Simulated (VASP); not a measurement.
## KCl (Sylvite): what moves the LDA gap besides the functional

Aim: test what besides the functional moves the gap of KCl (Sylvite). The starting structure is a measured crystal structure from the Crystallography Open Database. Cell and atoms stay as given unless a step says otherwise.

Main program and level: VASP 6.6.1; Kohn-Sham DFT with plane waves and PAW; LDA.

## Step 1: The starting structure

The structure is cubic, space group Fm-3m (No. 225). Conventional cell: a = 6.279 Å, b = 6.279 Å, c = 6.279 Å, α = 90.00°, β = 90.00°, γ = 90.00°. Nearest to K lie 6 Cl at 3.14 Å. Cl has 6 K at 3.14 Å nearest. Farther neighbours and most contacts between anions are not listed.

As a file:

```cif
data_structure
_symmetry_space_group_name_H-M 'P 1'
_symmetry_Int_Tables_number 1
_cell_length_a 4.4398
_cell_length_b 4.4398
_cell_length_c 4.4398
_cell_angle_alpha 60.000
_cell_angle_beta 60.000
_cell_angle_gamma 60.000
_cell_volume 61.88
loop_
_atom_site_label
_atom_site_type_symbol
_atom_site_fract_x
_atom_site_fract_y
_atom_site_fract_z
_atom_site_occupancy
K1 K 0.00000 0.00000 0.00000 1
Cl2 Cl 0.50000 0.50000 0.50000 1
```

## Step 2: Reference bands

Contents of INCAR:

```
SYSTEM = KCl
PREC = Accurate
ENCUT = 350
EDIFF = 1E-06
NELM = 100
ISMEAR = 0
SIGMA = 0.03
LREAL = .FALSE.
ALGO = Normal
GGA = CA
NBANDS = 20
LORBIT = 11
LWAVE = .FALSE.
LCHARG = .FALSE.
KPAR = 4
LASPH = .TRUE.
```

Contents of POSCAR:

```
KCl
1.0
    0.0000000000      3.1394000000      3.1394000000
    3.1394000000      0.0000000000      3.1394000000
    3.1394000000      3.1394000000      0.0000000000
K Cl
1 1
Direct
    0.0000000000      0.0000000000      0.0000000000
    0.5000000000      0.5000000000      0.5000000000
```

Contents of KPOINTS:

```
Automatic mesh
0
Gamma
6 6 6
0 0 0
```

Contents of KPOINTS_OPT:

```
Line mode
10
Line-mode
Reciprocal
  0.00000000   0.00000000   0.00000000 GAMMA
  0.50000000   0.00000000   0.50000000 X

  0.50000000   0.00000000   0.50000000 X
  0.50000000   0.25000000   0.75000000 W

  0.50000000   0.25000000   0.75000000 W
  0.37500000   0.37500000   0.75000000 K

  0.37500000   0.37500000   0.75000000 K
  0.00000000   0.00000000   0.00000000 GAMMA

  0.00000000   0.00000000   0.00000000 GAMMA
  0.50000000   0.50000000   0.50000000 L

  0.50000000   0.50000000   0.50000000 L
  0.62500000   0.25000000   0.62500000 U

  0.62500000   0.25000000   0.62500000 U
  0.50000000   0.25000000   0.75000000 W

  0.50000000   0.25000000   0.75000000 W
  0.50000000   0.50000000   0.50000000 L

  0.50000000   0.50000000   0.50000000 L
  0.37500000   0.37500000   0.75000000 K

  0.62500000   0.25000000   0.62500000 U
  0.50000000   0.00000000   0.50000000 X
```

The projector-augmented-wave data sets are K_sv and Cl (LDA family, release 64).

Command:

```bash
mpirun -np 4 vasp_std
```

The log of the run:

```text
[banner, memory and clock lines left out]
running    4 mpi-ranks, on    1 nodes
 distrk:  each k-point on    1 cores,    4 groups
 distr:  one band on    1 cores,    1 groups

 POSCAR found type information on POSCAR K Cl
 POSCAR found :  2 types and       2 ions
 LDA part: xc-table for (Slater(with rela. corr.)+CA(PZ))
 , standard interpolation
 POSCAR, INCAR and KPOINTS ok, starting setup
 FFT: planning ... GRIDC
 FFT: planning ... GRID_SOFT
 FFT: planning ... GRID
 WAVECAR not read
 entering main loop
       N       E                     dE             d eps       ncg     rms          rms(c)
DAV:   1     0.820903608933E+02    0.82090E+02   -0.52441E+03   640   0.522E+02
DAV:   2    -0.342449547442E+01   -0.85515E+02   -0.80570E+02   788   0.179E+02
DAV:   3    -0.753792702449E+01   -0.41134E+01   -0.40909E+01   848   0.323E+01
DAV:   4    -0.766921603317E+01   -0.13129E+00   -0.13123E+00   896   0.558E+00
DAV:   5    -0.767034646355E+01   -0.11304E-02   -0.11304E-02   852   0.551E-01    0.347E+00
DAV:   6    -0.740246061813E+01    0.26789E+00   -0.22022E-01   736   0.240E+00    0.288E+00
DAV:   7    -0.737579143017E+01    0.26669E-01   -0.44053E-02   872   0.118E+00    0.158E+00
DAV:   8    -0.737501830696E+01    0.77312E-03   -0.98803E-03   828   0.541E-01    0.143E-01
DAV:   9    -0.737500972627E+01    0.85807E-05   -0.43009E-04   872   0.115E-01    0.777E-02
DAV:  10    -0.737511603095E+01   -0.10630E-03   -0.80604E-05   744   0.537E-02    0.147E-02
DAV:  11    -0.737511699069E+01   -0.95975E-06   -0.28071E-06   868   0.837E-03
   1 F= -.73751170E+01 E0= -.73751170E+01  d E =-.118908E-10
 Start KPOINTS_OPT (optional k-point list driver)
k-point batch [1-16\100]
       N       E                     dE             ncg
DAV:   1    -0.138553355892E+04   -0.63909E+04      640
DAV:   2    -0.274358051448E+04   -0.13580E+04      804
DAV:   3    -0.280982796958E+04   -0.66247E+02      828
DAV:   4    -0.281198260050E+04   -0.21546E+01      940
DAV:   5    -0.281200051753E+04   -0.17917E-01      796
DAV:   6    -0.281200104785E+04   -0.53031E-03      952
DAV:   7    -0.281200105018E+04   -0.23302E-05      808
DAV:   8    -0.281200105021E+04   -0.31524E-07      524
[...]
k-point batch [97-100\100]
       N       E                     dE             ncg
DAV:   1     0.474645882467E+04   -0.21993E+04      160
DAV:   2     0.440154049818E+04   -0.34492E+03      208
DAV:   3     0.438488986724E+04   -0.16651E+02      208
DAV:   4     0.438431702405E+04   -0.57284E+00      232
DAV:   5     0.438431153912E+04   -0.54849E-02      200
DAV:   6     0.438431136452E+04   -0.17461E-03      232
DAV:   7     0.438431136386E+04   -0.65495E-06      204
```

It took 32 s on 4 MPI ranks of AMD EPYC 7R13 (Zen 3), shared host; peak memory 0.48 GiB; 1.7 min of CPU time.

Lines that name or quote the potential files are left out of all logs, and their timing lines are given in words.

From OUTCAR (step 2):

```text
ion  position               nearest neighbor table
   1  0.000  0.000  0.000-   2 3.14   2 3.14   2 3.14   2 3.14   2 3.14   2 3.14
   2  0.500  0.500  0.500-   1 3.14   1 3.14   1 3.14   1 3.14   1 3.14   1 3.14

  LATTYP: Found a face centered cubic cell.
 ALAT       =     6.2788000000

 Subroutine GETGRP returns: Found 48 space group operations
 (whereof 48 operations were pure point group operations)

The static configuration has the point symmetry O_h .

 Found     16 irreducible k-points:

   k-points           NKPTS =     16   k-points in BZ     NKDIM =     16   number of bands    NBANDS=     20

   dimension x,y,z NGX =    28 NGY =   28 NGZ =   28
   dimension x,y,z NGXF=    56 NGYF=   56 NGZF=   56

   ENCUT  =  350.0 eV  25.72 Ry    5.07 a.u.   6.77  6.77  6.77*2*pi/ulx,y,z

   NELECT =      16.0000    total number of electrons

 k-points in reciprocal lattice and weights: Automatic mesh
   0.00000000  0.00000000  0.00000000       0.005
   0.16666667  0.00000000  0.00000000       0.037
   0.33333333  0.00000000  0.00000000       0.037
   0.50000000  0.00000000  0.00000000       0.019
   0.16666667  0.16666667  0.00000000       0.028
   0.33333333  0.16666667  0.00000000       0.111
   0.50000000  0.16666667  0.00000000       0.111
  -0.33333333  0.16666667  0.00000000       0.111
  -0.16666667  0.16666667  0.00000000       0.056
[...]
-0.33333333  0.33333333  0.16666667       0.111
  -0.33333333  0.50000000  0.16666667       0.056

 average (electrostatic) potential at core
       1 -35.8268       2 -98.4843

 E-fermi :  -1.9316

 k-point     1 :       0.0000    0.0000    0.0000
  band No.  band energies     occupation
    ...
      4     -12.5690      2.00000
      5     -12.5690      2.00000
      6      -2.0545      2.00000
      7      -2.0545      2.00000
      8      -2.0545      2.00000
      9       2.7138      0.00000
     10       6.0330      0.00000
     11       6.0330      0.00000
     12       6.0330      0.00000
     13       6.9707      0.00000
    ...

 k-point     2 :       0.1667    0.0000    0.0000
  band No.  band energies     occupation
    ...
      4     -12.5716      2.00000
      5     -12.5006      2.00000
      6      -2.4025      2.00000
      7      -2.1477      2.00000
      8      -2.1477      2.00000
      9       3.3744      0.00000
     10       5.8360      0.00000
     11       6.3849      0.00000
     12       6.3849      0.00000
     13       7.3526      0.00000
    ...

 k-point     3 :       0.3333    0.0000    0.0000
  band No.  band energies     occupation
    ...
      4     -12.5769      2.00000
      5     -12.3746      2.00000
      6      -2.9613      2.00000
      7      -2.3231      2.00000
      8      -2.3231      2.00000
      9       4.6167      0.00000
     10       5.8862      0.00000
     11       7.3402      0.00000
     12       7.3402      0.00000
     13       8.3078      0.00000
    ...

  Total       -0.7235862     -0.7235862     -0.7235862     -0.0000000      0.0000000      0.0000000
  in kB      -18.7340167    -18.7340167    -18.7340167     -0.0000000      0.0000000      0.0000000
  external PRESSURE =     -18.7340167 kB  Pullay stress =       0.0000000 kB

  energy-cutoff  :      350.00
  volume of cell :       61.88
      direct lattice vectors                 reciprocal lattice vectors
     0.000000000  3.139400000  3.139400000    -0.159266102  0.159266102  0.159266102
     3.139400000  0.000000000  3.139400000     0.159266102 -0.159266102  0.159266102
     3.139400000  3.139400000  0.000000000     0.159266102  0.159266102 -0.159266102

 POSITION                                       TOTAL-FORCE (eV/Angst)
 -----------------------------------------------------------------------------------
      0.00000      0.00000      0.00000        -0.000000      0.000000     -0.000000
      3.13940      3.13940      3.13940         0.000000     -0.000000      0.000000
 -----------------------------------------------------------------------------------
    total drift:                                0.000000      0.000000      0.000000

  FREE ENERGIE OF THE ION-ELECTRON SYSTEM (eV)
  ---------------------------------------------------
  free  energy   TOTEN  =        -7.3751169907 eV

  energy  without entropy=       -7.3751169907  energy(sigma->0) =       -7.37511699

 total charge
# of ion       s       p       d       tot
------------------------------------------
    1        1.955   5.559   0.027   7.541
    2        1.584   3.529   0.000   5.113
--------------------------------------------------
tot          3.539   9.088   0.027  12.655

[... 3 further parts left out ...]
```

The reference gap is 4.768 eV.

## Step 3: Bands with cell and atoms relaxed by LDA

Against step 2 the input has another starting structure. The cell comes from a relaxation at this level, not shown (56.24 Å³).

INCAR is that of step 2.

Contents of POSCAR:

```
KCl
1.0
    0.0000000000      3.0409921735      3.0409921735
    3.0409921735      0.0000000000      3.0409921735
    3.0409921735      3.0409921735      0.0000000000
K Cl
1 1
Direct
    0.0000000000      0.0000000000      0.0000000000
    0.5000000000      0.5000000000      0.5000000000
```

KPOINTS is that of step 2.

KPOINTS_OPT is that of step 2.

Command:

```bash
mpirun -np 4 vasp_std
```

The log of the run:

```text
[... set-up lines as in an earlier step ...]
 entering main loop
       N       E                     dE             d eps       ncg     rms          rms(c)
DAV:   1     0.870305382356E+02    0.87031E+02   -0.53283E+03   640   0.531E+02
DAV:   2    -0.353137775523E+01   -0.90562E+02   -0.85350E+02   832   0.183E+02
DAV:   3    -0.756102491501E+01   -0.40296E+01   -0.40068E+01   832   0.326E+01
DAV:   4    -0.768210380604E+01   -0.12108E+00   -0.12100E+00   940   0.572E+00
[...]
DAV:  10    -0.740811149084E+01   -0.72275E-04   -0.59607E-05   728   0.484E-02    0.948E-03
DAV:  11    -0.740811284664E+01   -0.13558E-05   -0.21874E-06   824   0.768E-03    0.457E-03
DAV:  12    -0.740811318097E+01   -0.33433E-06   -0.29458E-07   588   0.406E-03
   1 F= -.74081132E+01 E0= -.74081132E+01  d E =-.874692E-16
 Start KPOINTS_OPT (optional k-point list driver)
k-point batch [1-16\100]
       N       E                     dE             ncg
DAV:   1    -0.124152656097E+04   -0.63210E+04      656
DAV:   2    -0.262323433334E+04   -0.13817E+04      808
DAV:   3    -0.268517811234E+04   -0.61944E+02      852
DAV:   4    -0.268695514019E+04   -0.17770E+01      908
DAV:   5    -0.268696943868E+04   -0.14298E-01      844
DAV:   6    -0.268696986396E+04   -0.42528E-03      928
DAV:   7    -0.268696986641E+04   -0.24491E-05      812
DAV:   8    -0.268696986644E+04   -0.28775E-07      524
[...]
k-point batch [97-100\100]
       N       E                     dE             ncg
DAV:   1     0.478705012676E+04   -0.22397E+04      168
DAV:   2     0.448322730278E+04   -0.30382E+03      204
DAV:   3     0.446903203943E+04   -0.14195E+02      224
DAV:   4     0.446862923664E+04   -0.40280E+00      212
DAV:   5     0.446862689364E+04   -0.23430E-02      212
DAV:   6     0.446862683528E+04   -0.58360E-04      212
DAV:   7     0.446862683504E+04   -0.24473E-06      204
```

Run time: 30 s. Hardware: 4 MPI ranks; peak memory 0.5 GiB; 96 s of CPU time.

Parts of OUTCAR (step 3):

```text
  Total       -0.0005248     -0.0005248     -0.0005248     -0.0000000      0.0000000      0.0000000
  in kB       -0.0149506     -0.0149506     -0.0149506     -0.0000000      0.0000000      0.0000000
  external PRESSURE =      -0.0149506 kB  Pullay stress =       0.0000000 kB

 POSITION                                       TOTAL-FORCE (eV/Angst)
 -----------------------------------------------------------------------------------
      0.00000      0.00000      0.00000         0.000000      0.000000      0.000000
      3.04099      3.04099      3.04099        -0.000000     -0.000000     -0.000000
 -----------------------------------------------------------------------------------
    total drift:                                0.000000      0.000000      0.000000

  FREE ENERGIE OF THE ION-ELECTRON SYSTEM (eV)
  ---------------------------------------------------
  free  energy   TOTEN  =        -7.4081131810 eV

  energy  without entropy=       -7.4081131810  energy(sigma->0) =       -7.40811318

[... 1 part as in an earlier step ...]

[... 2 further parts left out ...]
[key lines of the parts left out:]
E-fermi :  -1.4738
```

With cell and atoms relaxed by LDA the gap is 5.105 eV, +0.337 eV from the reference.

## Step 4: Bands with an 8×8×8 mesh

Against step 2 the input has an 8×8×8 mesh.

INCAR is that of step 3.

Contents of POSCAR:

```
KCl
1.0
    0.0000000000      3.1394000000      3.1394000000
    3.1394000000      0.0000000000      3.1394000000
    3.1394000000      3.1394000000      0.0000000000
K Cl
1 1
Direct
    0.0000000000      0.0000000000      0.0000000000
    0.5000000000      0.5000000000      0.5000000000
```

Contents of KPOINTS:

```
Automatic mesh
0
Gamma
8 8 8
0 0 0
```

KPOINTS_OPT is that of step 3.

Command:

```bash
mpirun -np 4 vasp_std
```

The log of the run:

```text
[... set-up lines as in an earlier step ...]
 entering main loop
       N       E                     dE             d eps       ncg     rms          rms(c)
DAV:   1     0.796075018684E+02    0.79608E+02   -0.54671E+03  1160   0.533E+02
DAV:   2    -0.361592747365E+01   -0.83223E+02   -0.78394E+02  1452   0.175E+02
DAV:   3    -0.753919008219E+01   -0.39233E+01   -0.39020E+01  1560   0.317E+01
DAV:   4    -0.766933507905E+01   -0.13014E+00   -0.13007E+00  1664   0.544E+00
[...]
DAV:   9    -0.737496101185E+01    0.14528E-04   -0.45088E-04  1568   0.116E-01    0.762E-02
DAV:  10    -0.737506633754E+01   -0.10533E-03   -0.79134E-05  1320   0.534E-02    0.145E-02
DAV:  11    -0.737506713521E+01   -0.79767E-06   -0.25848E-06  1560   0.806E-03
   1 F= -.73750671E+01 E0= -.73750671E+01  d E =-.204099E-19
 Start KPOINTS_OPT (optional k-point list driver)
k-point batch [1-29\100]
       N       E                     dE             ncg
DAV:   1    -0.262828131815E+04   -0.13253E+05     1168
DAV:   2    -0.499877812622E+04   -0.23705E+04     1492
DAV:   3    -0.510863084527E+04   -0.10985E+03     1500
DAV:   4    -0.511199781987E+04   -0.33670E+01     1664
DAV:   5    -0.511202602413E+04   -0.28204E-01     1484
DAV:   6    -0.511202677759E+04   -0.75345E-03     1664
DAV:   7    -0.511202678123E+04   -0.36406E-05     1448
DAV:   8    -0.511202678128E+04   -0.55702E-07      900
[...]
k-point batch [88-100\100]
       N       E                     dE             ncg
DAV:   1     0.520753239481E+04   -0.67434E+04      520
DAV:   2     0.410641740316E+04   -0.11011E+04      696
DAV:   3     0.405042565762E+04   -0.55992E+02      656
DAV:   4     0.404857237024E+04   -0.18533E+01      744
DAV:   5     0.404855803462E+04   -0.14336E-01      640
DAV:   6     0.404855767896E+04   -0.35565E-03      732
DAV:   7     0.404855767731E+04   -0.16546E-05      632
DAV:   8     0.404855767729E+04   -0.23003E-07      404
```

The job ended after 35 s (4 MPI ranks; peak memory 0.51 GiB; 1.9 min of CPU time).

From OUTCAR (step 4):

```text
  Total       -0.7238061     -0.7238061     -0.7238061      0.0000000      0.0000000      0.0000000
  in kB      -18.7397108    -18.7397108    -18.7397108      0.0000000      0.0000000      0.0000000
  external PRESSURE =     -18.7397108 kB  Pullay stress =       0.0000000 kB

 POSITION                                       TOTAL-FORCE (eV/Angst)
 -----------------------------------------------------------------------------------
      0.00000      0.00000      0.00000         0.000000      0.000000     -0.000000
      3.13940      3.13940      3.13940        -0.000000      0.000000      0.000000
 -----------------------------------------------------------------------------------
    total drift:                                0.000000      0.000000      0.000000

  FREE ENERGIE OF THE ION-ELECTRON SYSTEM (eV)
  ---------------------------------------------------
  free  energy   TOTEN  =        -7.3750671352 eV

  energy  without entropy=       -7.3750671352  energy(sigma->0) =       -7.37506714

[... 1 part as in an earlier step ...]

[... 2 further parts left out ...]
[key lines of the parts left out:]
E-fermi :  -1.8743
```

With an 8×8×8 mesh the gap is 4.768 eV, +0.000 eV from the reference.

## Step 5: The runs compared

| run | gap (eV) | change (eV) | core minutes |
| --- | --- | --- | --- |
| reference | 4.768 | - | 2.14 |
| cell and atoms relaxed by LDA | 5.105 | 0.337 | 2.01 |
| an 8×8×8 mesh | 4.768 | 0.0 | 2.34 |

Core minutes are wall time times ranks of the run shown, on a shared host.

## Step 6: Outcome

```json
{
  "reference gap": "4.768 eV",
  "gap with cell and atoms relaxed by LDA": "5.105 eV",
  "gap with an 8×8×8 mesh": "4.768 eV"
}
```

**Reading.** Among the runs that read a gap along the path, the one with cell and atoms relaxed by LDA moves it most, by +0.337 eV. On finer settings it changes by +0.000 eV with an 8×8×8 mesh. The functional's own error isn't tested here. Further runs on this material are not shown.

[Lines on the potential files, build, host, timing and source positions are cut from VASP's logs without a mark.]

[Logs are printed without paths, hosts, clocks, repeated set-up lines and the standing remarks that a program may print on its own settings, such as how far it seeks lower states.]

[Hosts, paths, dates, database ids (printed as entryN), source tags and the programs' standing remarks are cut or masked in the printed files.]
